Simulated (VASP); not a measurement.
# V: the relaxed cell at several levels of theory

Which functional gives which lattice for V? The starting structure is a measured crystal structure from the Crystallography Open Database. The first relaxation on each setting starts from this cell expanded by 3 % in volume.

Method: Kohn-Sham DFT with plane waves and PAW; PBEsol, LDA, PBE, PBEsol + D3(BJ), r2SCAN and r2SCAN + rVV10, in VASP 6.6.1.

## 1. Starting point

It takes space group Im-3m (No. 229, cubic). The conventional cell has a = 3.029 Å, b = 3.029 Å, c = 3.029 Å, α = 90.00°, β = 90.00°, γ = 90.00°. Nearest to V lie 8 V at 2.62 Å.

Structure file:

```xyz
1
Lattice="-1.5144 1.5144 1.5144 1.5144 -1.5144 1.5144 1.5144 1.5144 -1.5144" Properties=species:S:1:pos:R:3 pbc="T T T"
V     0.0000    0.0000    0.0000
```

## 2. Relaxation with PBEsol

PBEsol restores the gradient expansion of exchange and is tuned for the cells of solids. This run starts from the cell of an earlier relaxation, which isn't shown; the restart sets up the plane waves anew.

Contents of INCAR:

```
SYSTEM = V
PREC = Accurate
ENCUT = 450
EDIFF = 1E-06
NELM = 100
ISMEAR = 1
SIGMA = 0.15
LREAL = .FALSE.
ALGO = Normal
GGA = PS
NBANDS = 13
ISPIN = 2
MAGMOM = 0
LASPH = .TRUE.
LMAXMIX = 4
LORBIT = 11
LWAVE = .FALSE.
LCHARG = .FALSE.
KPAR = 4
IBRION = 2
NSW = 50
ISIF = 3
EDIFFG = -0.006
```

Contents of POSCAR:

```
V
1.0
   -1.4791444269      1.4791444269      1.4791444269
    1.4791444269     -1.4791444269      1.4791444269
    1.4791444269      1.4791444269     -1.4791444269
V
1
Direct
    0.0000000000      0.0000000000      0.0000000000
```

Contents of KPOINTS:

```
Automatic mesh
0
Gamma
20 20 20
0 0 0
```

PAW data sets: V_sv (PBE family, release 64).

Started as:

```
> mpirun -np 4 vasp_std
```

Log:

```text
[banner, memory and clock lines left out]
running    4 mpi-ranks, on    1 nodes
 distrk:  each k-point on    1 cores,    4 groups
 distr:  one band on    1 cores,    1 groups

 POSCAR found type information on POSCAR V
 POSCAR found :  1 types and       1 ions
|                                                                             |
|               ----> ADVICE to this user running VASP <----                  |
|                                                                             |
|     You enforced a specific xc type in the INCAR file but a different       |
|     [... a line on the potential file left out ...]
|     I HOPE YOU KNOW WHAT YOU ARE DOING!                                     |
|                                                                             |

 LDA part: xc-table for (Slater+PW92), standard interpolation
 POSCAR, INCAR and KPOINTS ok, starting setup
 FFT: planning ... GRIDC
 FFT: planning ... GRID_SOFT
 FFT: planning ... GRID
 WAVECAR not read
 entering main loop
       N       E                     dE             d eps       ncg     rms          rms(c)
DAV:   1     0.814032731270E+02    0.81403E+02   -0.63901E+03 13393   0.992E+02
DAV:   2    -0.997650780432E+01   -0.91380E+02   -0.88415E+02 13872   0.293E+02
DAV:   3    -0.111298559928E+02   -0.11533E+01   -0.11516E+01 14532   0.378E+01
DAV:   4    -0.111349861681E+02   -0.51302E-02   -0.51301E-02 14842   0.266E+00
DAV:   5    -0.111350379633E+02   -0.51795E-04   -0.51796E-04 14512   0.251E-01    0.205E+01
DAV:   6    -0.966757905736E+01    0.14675E+01   -0.26096E+00 13732   0.278E+01    0.205E+00
DAV:   7    -0.964451318318E+01    0.23066E-01   -0.29688E-02 13887   0.182E+00    0.110E+00
DAV:   8    -0.963466471094E+01    0.98485E-02   -0.49273E-03 14662   0.101E+00    0.780E-02
DAV:   9    -0.963471213398E+01   -0.47423E-04   -0.10624E-04 14063   0.141E-01    0.451E-02
DAV:  10    -0.963471915137E+01   -0.70174E-05   -0.39419E-06 14137   0.248E-02    0.267E-03
DAV:  11    -0.963471923267E+01   -0.81300E-07   -0.28817E-07  7104   0.900E-03
   1 F= -.96347192E+01 E0= -.96348154E+01  d E =-.963472E+01  mag=     0.0000
 curvature:   0.00 expect dE= 0.000E+00 dE for cont linesearch  0.000E+00
 trial: gam= 0.00000 g(F)=  0.844E-62 g(S)=  0.235E-03 ort = 0.000E+00 (trialstep = 0.100E+01)
 search vector abs. value=  0.235E-03
 bond charge predicted
       N       E                     dE             d eps       ncg     rms          rms(c)
DAV:   1    -0.964229218297E+01   -0.75730E-02   -0.10745E-01 13342   0.548E+00    0.100E+00
DAV:   2    -0.963478333464E+01    0.75088E-02   -0.14892E-02 13412   0.208E+00    0.197E-01
DAV:   3    -0.963469934891E+01    0.83986E-04   -0.88008E-05 13957   0.106E-01    0.114E-01
DAV:   4    -0.963466038732E+01    0.38962E-04   -0.60011E-05 13722   0.820E-02    0.625E-03
DAV:   5    -0.963466030506E+01    0.82266E-07   -0.56328E-07 10108   0.103E-02
   2 F= -.96346603E+01 E0= -.96347512E+01  d E =0.589276E-04  mag=    -0.0000
 trial-energy change:    0.000059  1 .order    0.000053   -0.000235    0.000342
 step:   0.3938(harm=  0.4074)  dis= 0.00000  next Energy=    -9.634765 (dE=-0.460E-04)
 bond charge predicted
       N       E                     dE             d eps       ncg     rms          rms(c)
DAV:   1    -0.963758133998E+01   -0.29210E-02   -0.39651E-02 13362   0.334E+00    0.602E-01
DAV:   2    -0.963480981407E+01    0.27715E-02   -0.56498E-03 13432   0.127E+00    0.119E-01
DAV:   3    -0.963477803498E+01    0.31779E-04   -0.33145E-05 13892   0.679E-02    0.665E-02
DAV:   4    -0.963476290962E+01    0.15125E-04   -0.22532E-05 13692   0.504E-02    0.393E-03
DAV:   5    -0.963476322454E+01   -0.31492E-06   -0.21073E-07  8186   0.646E-03
   3 F= -.96347632E+01 E0= -.96348575E+01  d E =-.439919E-04  mag=     0.0000
 curvature:  -0.20 expect dE=-0.483E-09 dE for cont linesearch -0.483E-09
 trial: gam=-0.00317 g(F)=  0.488E-61 g(S)=  0.237E-08 ort = 0.747E-06 (trialstep = 0.879E+00)
 search vector abs. value=  0.100E-09
 reached required accuracy - stopping structural energy minimisation
```

Elapsed: 13 s, on 4 MPI ranks of Intel Xeon 6975P-C (Granite Rapids), shared host; peak memory 0.62 GiB.

The logs omit lines about the potential files and the build; timing stands in the text.

From OUTCAR (step 2):

```text
ion  position               nearest neighbor table
   1  0.000  0.000  0.000-

  LATTYP: Found a body centered cubic cell.
 ALAT       =     2.9582888538

 Subroutine GETGRP returns: Found 48 space group operations
 (whereof 48 operations were pure point group operations)

The static configuration has the point symmetry O_h .

 Found    256 irreducible k-points:

   k-points           NKPTS =    256   k-points in BZ     NKDIM =    256   number of bands    NBANDS=     13

   dimension x,y,z NGX =    18 NGY =   18 NGZ =   18
   dimension x,y,z NGXF=    36 NGYF=   36 NGZF=   36

   ENCUT  =  450.0 eV  33.07 Ry    5.75 a.u.   4.43  4.43  4.43*2*pi/ulx,y,z

   NELECT =      13.0000    total number of electrons

 k-points in reciprocal lattice and weights: Automatic mesh
   0.00000000  0.00000000  0.00000000       0.000
   0.05000000  0.00000000  0.00000000       0.002
   0.10000000  0.00000000  0.00000000       0.002
   0.15000000  0.00000000  0.00000000       0.002
   0.20000000  0.00000000  0.00000000       0.002
   0.25000000  0.00000000  0.00000000       0.002
   0.30000000  0.00000000  0.00000000       0.002
   0.35000000  0.00000000  0.00000000       0.002
   0.40000000  0.00000000  0.00000000       0.002
[...]
0.50000000  0.50000000  0.45000000       0.002
   0.50000000  0.50000000  0.50000000       0.000

 average (electrostatic) potential at core
       1 -69.4009

 E-fermi :  10.0841

 spin component 1
 k-point     1 :       0.0000    0.0000    0.0000
  band No.  band energies     occupation
      1     -53.3376      1.00000
      2     -26.6674      1.00000
      3     -26.6674      1.00000
      4     -26.6674      1.00000
      5       3.4073      1.00000
      6      10.5100     -0.00022
      7      10.5100     -0.00022
      8      10.5100     -0.00022
      9      12.6234     -0.00000
     10      12.6234     -0.00000
    ...

 k-point     2 :       0.0500    0.0000    0.0000
  band No.  band energies     occupation
      1     -53.3316      1.00000
      2     -26.6932      1.00000
      3     -26.6749      1.00000
      4     -26.6670      1.00000
      5       3.5131      1.00000
      6      10.4638     -0.00100
      7      10.5009     -0.00030
      8      10.5870     -0.00001
      9      12.5685     -0.00000
     10      12.6266     -0.00000
    ...

 k-point     3 :       0.1000    0.0000    0.0000
  band No.  band energies     occupation
      1     -53.3149      1.00000
      2     -26.7705      1.00000
      3     -26.6979      1.00000
      4     -26.6674      1.00000
      5       3.8226      1.00000
      6      10.3313     -0.02086
      7      10.4609     -0.00110
      8      10.8136     -0.00000
      9      12.4347     -0.00000
     10      12.6365     -0.00000
    ...

 k-point     4 :       0.1500    0.0000    0.0000
  band No.  band energies     occupation
      1     -53.2890      1.00000
      2     -26.8896      1.00000
      3     -26.7342      1.00000
      4     -26.6684      1.00000
      5       4.3120      1.00000
      6      10.1312      0.24828
      7      10.3625     -0.01235
      8      11.1783     -0.00000
      9      12.3009     -0.00000
     10      12.6572     -0.00000
    ...

 k-point     5 :       0.2000    0.0000    0.0000
  band No.  band energies     occupation
    ...
      2     -27.0373      1.00000
      3     -26.7795      1.00000
      4     -26.6697      1.00000
      5       4.9352      1.00000
      6       9.8890      1.03467
      7      10.2041      0.00991
      8      11.6612     -0.00000
      9      12.2439     -0.00000
     10      12.6925     -0.00000
     11      28.2259      0.00000
    ...

 k-point     6 :       0.2500    0.0000    0.0000
  band No.  band energies     occupation
    ...
      3     -26.8295      1.00000
      4     -26.6711      1.00000
      5       5.6115      1.00000
      6       9.6324      1.00009
      7      10.0616      0.62507
      8      12.2317     -0.00000
      9      12.2828     -0.00000
     10      12.7443     -0.00000
     11      26.7642      0.00000
     12      29.0611      0.00000
    ...

  Total       -0.0001281     -0.0001281     -0.0001281      0.0000000      0.0000000      0.0000000
  in kB       -0.0158866     -0.0158866     -0.0158866      0.0000000      0.0000000      0.0000000
  external PRESSURE =      -0.0158866 kB  Pullay stress =       0.0000000 kB

  energy-cutoff  :      450.00
  volume of cell :       12.91
      direct lattice vectors                 reciprocal lattice vectors
    -1.478011562  1.478011562  1.478011562     0.000000000  0.338292347  0.338292347
     1.478011562 -1.478011562  1.478011562     0.338292347  0.000000000  0.338292347
     1.478011562  1.478011562 -1.478011562     0.338292347  0.338292347  0.000000000

 POSITION                                       TOTAL-FORCE (eV/Angst)
 -----------------------------------------------------------------------------------
      0.00000      0.00000      0.00000        -0.000000      0.000000      0.000000
 -----------------------------------------------------------------------------------
    total drift:                                0.000000      0.000000      0.000000

  FREE ENERGIE OF THE ION-ELECTRON SYSTEM (eV)
  ---------------------------------------------------
  free  energy   TOTEN  =        -9.6347632245 eV

  energy  without entropy=       -9.6350460128  energy(sigma->0) =       -9.63485749

 reached required accuracy - stopping structural energy minimisation

 total charge
# of ion       s       p       d       tot
------------------------------------------
    1        2.356   6.239   3.139  11.734

 magnetization (x)
# of ion       s       p       d       tot
------------------------------------------
    1       -0.000  -0.000   0.000   0.000

[... 1 further part left out ...]
```

This run allows spin, but its moments start at zero, where symmetry between the spins tends to hold them, although V can carry a moment. Its electron count is odd, so without a moment it is a metal by construction. The PAW data sets were made with PBE, which is usual practice but a small mismatch for other functionals. The run keeps the 48 symmetry operations of its start, so it cannot find a distortion of lower symmetry.

With PBEsol the relaxed cell holds 12.915 Å³ an atom, -7.03 % against the measured cell, with a = 2.956 Å.

## 3. Relaxation with LDA

LDA, the lowest rung, knows the local density alone. This run starts from the cell of an earlier relaxation, which isn't shown; the restart sets up the plane waves anew.

INCAR: that of step 2 with these lines changed.

```diff
@@ -9,3 +9,3 @@
 ALGO = Normal
-GGA = PS
+GGA = CA
 NBANDS = 13
```

Contents of POSCAR:

```
V
1.0
   -1.4640341455      1.4640341455      1.4640341455
    1.4640341455     -1.4640341455      1.4640341455
    1.4640341455      1.4640341455     -1.4640341455
V
1
Direct
    0.0000000000      0.0000000000      0.0000000000
```

KPOINTS is that of step 2.

Potentials, in the order of the species: V_sv (LDA family, release 64).

Started as:

```
> mpirun -np 4 vasp_std
```

Log:

```text
[banner, memory and clock lines left out]
running    4 mpi-ranks, on    1 nodes
[...]
LDA part: xc-table for (Slater(with rela. corr.)+CA(PZ))
 , standard interpolation
 POSCAR, INCAR and KPOINTS ok, starting setup
[...]
entering main loop
       N       E                     dE             d eps       ncg     rms          rms(c)
DAV:   1     0.822216830829E+02    0.82222E+02   -0.63506E+03 13504   0.100E+03
DAV:   2    -0.100804801475E+02   -0.92302E+02   -0.89189E+02 13817   0.295E+02
DAV:   3    -0.112591459423E+02   -0.11787E+01   -0.11765E+01 14547   0.383E+01
DAV:   4    -0.112643660593E+02   -0.52201E-02   -0.52200E-02 14767   0.268E+00
[...]
DAV:   9    -0.994870059962E+01   -0.42713E-04   -0.71561E-05 14212   0.106E-01    0.535E-02
DAV:  10    -0.994871269378E+01   -0.12094E-04   -0.29657E-06 13877   0.159E-02    0.256E-03
DAV:  11    -0.994871269478E+01   -0.99726E-09   -0.92192E-08  7061   0.480E-03
   1 F= -.99487127E+01 E0= -.99487252E+01  d E =-.994871E+01  mag=    -0.0000
[...]
DAV:   2    -0.994886642774E+01    0.13326E-01   -0.26564E-02 13422   0.281E+00    0.267E-01
DAV:   3    -0.994868422788E+01    0.18220E-03   -0.15065E-04 14047   0.134E-01    0.155E-01
DAV:   4    -0.994859486471E+01    0.89363E-04   -0.10456E-04 13602   0.103E-01    0.834E-03
DAV:   5    -0.994859534393E+01   -0.47922E-06   -0.89884E-07 11749   0.132E-02
   2 F= -.99485953E+01 E0= -.99486051E+01  d E =0.117351E-03  mag=     0.0000
 trial-energy change:    0.000117  1 .order    0.000106   -0.000422    0.000635
 step:   0.3847(harm=  0.3994)  dis= 0.00000  next Energy=    -9.948793 (dE=-0.806E-04)
[...]
N       E                     dE             d eps       ncg     rms          rms(c)
DAV:   1    -0.995396771939E+01   -0.53729E-02   -0.74097E-02 13362   0.462E+00    0.833E-01
DAV:   2    -0.994889296358E+01    0.50748E-02   -0.10475E-02 13412   0.174E+00    0.163E-01
DAV:   3    -0.994882496137E+01    0.68002E-04   -0.57896E-05 13972   0.871E-02    0.913E-02
DAV:   4    -0.994879027135E+01    0.34690E-04   -0.40491E-05 13632   0.645E-02    0.542E-03
DAV:   5    -0.994879041851E+01   -0.14716E-06   -0.34543E-07  9016   0.852E-03
   3 F= -.99487904E+01 E0= -.99488018E+01  d E =-.777237E-04  mag=    -0.0000
[...]
reached required accuracy - stopping structural energy minimisation
```

Elapsed: 11 s, on 4 MPI ranks; peak memory 0.59 GiB; 41 s of CPU time.

Parts of OUTCAR (step 3):

```text
  Total       -0.0006616     -0.0006616     -0.0006616      0.0000000      0.0000000      0.0000000
  in kB       -0.0847087     -0.0847087     -0.0847087      0.0000000      0.0000000      0.0000000
  external PRESSURE =      -0.0847087 kB  Pullay stress =       0.0000000 kB

 POSITION                                       TOTAL-FORCE (eV/Angst)
 -----------------------------------------------------------------------------------
      0.00000      0.00000      0.00000         0.000000     -0.000000     -0.000000
 -----------------------------------------------------------------------------------
    total drift:                                0.000000      0.000000     -0.000000

  FREE ENERGIE OF THE ION-ELECTRON SYSTEM (eV)
  ---------------------------------------------------
  free  energy   TOTEN  =        -9.9487904185 eV

  energy  without entropy=       -9.9488244859  energy(sigma->0) =       -9.94880177

 magnetization (x)
# of ion       s       p       d       tot
------------------------------------------
    1        0.000   0.000  -0.000  -0.000

[... 2 parts as in an earlier step ...]

[... 2 further parts left out ...]
[key lines of the parts left out:]
E-fermi :  10.4285
```

With LDA the relaxed cell holds 12.514 Å³ an atom, -9.91 % against the measured cell, with a = 2.925 Å. That is -3.10 % from PBEsol.

## 4. Relaxation with PBE

PBE, the usual starting point, adds the gradient of the density. This run starts from the cell of an earlier relaxation, which isn't shown; the restart sets up the plane waves anew.

INCAR: that of step 3 with these lines changed.

```diff
@@ -9,3 +9,3 @@
 ALGO = Normal
-GGA = CA
+GGA = PE
 NBANDS = 13
```

Contents of POSCAR:

```
V
1.0
   -1.4978697167      1.4978697167      1.4978697167
    1.4978697167     -1.4978697167      1.4978697167
    1.4978697167      1.4978697167     -1.4978697167
V
1
Direct
    0.0000000000      0.0000000000      0.0000000000
```

KPOINTS is that of step 3.

Potentials, in the order of the species: V_sv (PBE family, release 64).

Started as:

```
> mpirun -np 4 vasp_std
```

Log:

```text
[banner, memory and clock lines left out]
running    4 mpi-ranks, on    1 nodes
[...]
LDA part: xc-table for (Slater+PW92), standard interpolation
 POSCAR, INCAR and KPOINTS ok, starting setup
[...]
entering main loop
       N       E                     dE             d eps       ncg     rms          rms(c)
DAV:   1     0.830413423922E+02    0.83041E+02   -0.63851E+03 13427   0.988E+02
DAV:   2    -0.919546675144E+01   -0.92237E+02   -0.89204E+02 13772   0.293E+02
DAV:   3    -0.103771939147E+02   -0.11817E+01   -0.11798E+01 14497   0.380E+01
DAV:   4    -0.103826442360E+02   -0.54503E-02   -0.54502E-02 14667   0.273E+00
[...]
DAV:   9    -0.899142948541E+01   -0.57085E-04   -0.13624E-04 14045   0.161E-01    0.350E-02
DAV:  10    -0.899143196650E+01   -0.24811E-05   -0.72814E-06 14052   0.357E-02    0.397E-03
DAV:  11    -0.899143259572E+01   -0.62923E-06   -0.39928E-07  7681   0.107E-02
   1 F= -.89914326E+01 E0= -.89915443E+01  d E =-.899143E+01  mag=    -0.0000
[...]
DAV:   2    -0.899149460071E+01    0.52050E-02   -0.10696E-02 13402   0.174E+00    0.167E-01
DAV:   3    -0.899143906174E+01    0.55539E-04   -0.70146E-05 13882   0.107E-01    0.897E-02
DAV:   4    -0.899141127219E+01    0.27790E-04   -0.41940E-05 13777   0.707E-02    0.456E-03
DAV:   5    -0.899141088265E+01    0.38954E-06   -0.35254E-07  8952   0.738E-03
   2 F= -.89914109E+01 E0= -.89915212E+01  d E =0.217131E-04  mag=     0.0000
 trial-energy change:    0.000022  1 .order    0.000021   -0.000158    0.000201
 step:   0.4408(harm=  0.4408)  dis= 0.00000  next Energy=    -8.991468 (dE=-0.349E-04)
[...]
N       E                     dE             d eps       ncg     rms          rms(c)
DAV:   1    -0.899313039778E+01   -0.17191E-02   -0.22899E-02 13352   0.252E+00    0.441E-01
DAV:   2    -0.899149280637E+01    0.16376E-02   -0.34306E-03 13397   0.979E-01    0.931E-02
DAV:   3    -0.899147402881E+01    0.18778E-04   -0.22856E-05 13882   0.631E-02    0.490E-02
DAV:   4    -0.899146772101E+01    0.63078E-05   -0.13469E-05 13707   0.403E-02    0.278E-03
DAV:   5    -0.899146809799E+01   -0.37698E-06   -0.11866E-07  7546   0.454E-03
   3 F= -.89914681E+01 E0= -.89915793E+01  d E =-.355023E-04  mag=     0.0000
[...]
reached required accuracy - stopping structural energy minimisation
```

The job ended after 13 s (4 MPI ranks; peak memory 0.64 GiB; 48 s of CPU time).

Parts of OUTCAR (step 4):

```text
  Total        0.0008320      0.0008320      0.0008320     -0.0000000      0.0000000      0.0000000
  in kB        0.0993727      0.0993727      0.0993727     -0.0000000      0.0000000      0.0000000
  external PRESSURE =       0.0993727 kB  Pullay stress =       0.0000000 kB

 POSITION                                       TOTAL-FORCE (eV/Angst)
 -----------------------------------------------------------------------------------
      0.00000      0.00000      0.00000         0.000000     -0.000000      0.000000
 -----------------------------------------------------------------------------------
    total drift:                                0.000000      0.000000      0.000000

  FREE ENERGIE OF THE ION-ELECTRON SYSTEM (eV)
  ---------------------------------------------------
  free  energy   TOTEN  =        -8.9914680980 eV

  energy  without entropy=       -8.9918015903  energy(sigma->0) =       -8.99157926

[... 3 parts as in an earlier step ...]

[... 2 further parts left out ...]
[key lines of the parts left out:]
E-fermi :   9.7506
```

With PBE the relaxed cell holds 13.414 Å³ an atom, -3.43 % against the measured cell, with a = 2.994 Å. That is +3.87 % from PBEsol.

(Continued in part 2 of 2.)

[Lines on the potential files, build, host, timing and source positions are cut from VASP's logs without a mark.]

[Logs are printed without paths, hosts, clocks, repeated set-up lines and the standing remarks that a program may print on its own settings, such as how far it seeks lower states.]

[Hosts, paths, dates, database ids (printed as entryN), source tags and the programs' standing remarks are cut or masked in the printed files.]
